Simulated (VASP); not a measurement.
The system is Na3AlO3.

```
Na Al O
1.0
     6.90000    0.00000    0.00000
    -3.45000    5.97558    0.00000
     0.00000    0.00000    4.83000
Na Al O
6 2 6
Direct
  0.64250 0.73000 0.75000
  0.08750 0.35750 0.75000
  0.27000 0.91250 0.75000
  0.35750 0.27000 0.25000
  0.91250 0.64250 0.25000
  0.73000 0.08750 0.25000
  0.66667 0.33333 0.75000
  0.33333 0.66667 0.25000
  0.40500 0.31800 0.75000
  0.68200 0.08700 0.75000
  0.91300 0.59500 0.75000
  0.08700 0.40500 0.25000
  0.59500 0.68200 0.25000
  0.31800 0.91300 0.25000
```

The cell was built by a generator and needn't be a form met in nature.

| Item | Value |
| --- | --- |
| Program | VASP 6.6.1 |
| Task | relaxation of cell and atoms |
| Functional | PBE |
| Potentials or basis | VASP PAW PBE potentials, release 64 (Na_pv, Al, O) |
| Cutoff | 520 eV |
| k mesh | 3 × 3 × 3 |
| Occupations | gaussian, width 0.15 eV |
| Spin | no spin polarisation |

At the start: pressure -0.2 GPa; volume 14.22 Å³/atom.

**Question.** How do energy, volume and symmetry change on relaxing?

**Answer.** Over 12 steps the energy falls by 24.9 meV/atom and the volume is 14.75 Å³/atom (+3.7 %); space group P6_3/m (No. 176, to 0.05 Å).

Step by step:
```
step  energy change (eV)  largest force (eV/Å)  pressure (GPa)  volume (Å³)
   1              0.0000                0.9532           -0.18       199.15
   2             -0.1313                0.7044            3.23       198.66
   3             -0.1550                0.3564            2.24       198.80
   4             -0.2530                0.2379            0.63       204.11
   5             -0.2879                0.1723           -0.49       208.68
   6             -0.2901                0.1605           -0.76       209.91
   7             -0.3128                0.1535           -0.14       208.73
   8             -0.3246                0.1683           -0.33       207.88
   9             -0.3363                0.1784            0.71       206.18
  10             -0.3451                0.0871           -0.09       206.58
  11             -0.3451                0.0893           -0.13       206.59
  12             -0.3485                0.0777           -0.24       206.46
```

Final structure:
```cif
data_structure
_symmetry_space_group_name_H-M 'P 1'
_symmetry_Int_Tables_number 1
_cell_length_a 6.9126
_cell_length_b 6.9126
_cell_length_c 4.9891
_cell_angle_alpha 90.000
_cell_angle_beta 90.000
_cell_angle_gamma 120.000
_cell_volume 206.46
loop_
_atom_site_label
_atom_site_type_symbol
_atom_site_fract_x
_atom_site_fract_y
_atom_site_fract_z
_atom_site_occupancy
Na1 Na 0.66087 0.74268 0.75000 1
Na2 Na 0.08181 0.33913 0.75000 1
Na3 Na 0.25732 0.91819 0.75000 1
Na4 Na 0.33913 0.25732 0.25000 1
Na5 Na 0.91819 0.66087 0.25000 1
Na6 Na 0.74268 0.08181 0.25000 1
Al1 Al 0.66667 0.33333 0.75000 1
Al2 Al 0.33333 0.66667 0.25000 1
O1 O 0.40383 0.30466 0.75000 1
O2 O 0.69534 0.09917 0.75000 1
O3 O 0.90083 0.59618 0.75000 1
O4 O 0.09917 0.40382 0.25000 1
O5 O 0.59617 0.69534 0.25000 1
O6 O 0.30466 0.90083 0.25000 1
```

Caveat: the k mesh is coarse (spacing up to 0.43 Å⁻¹), so the values aren't converged.
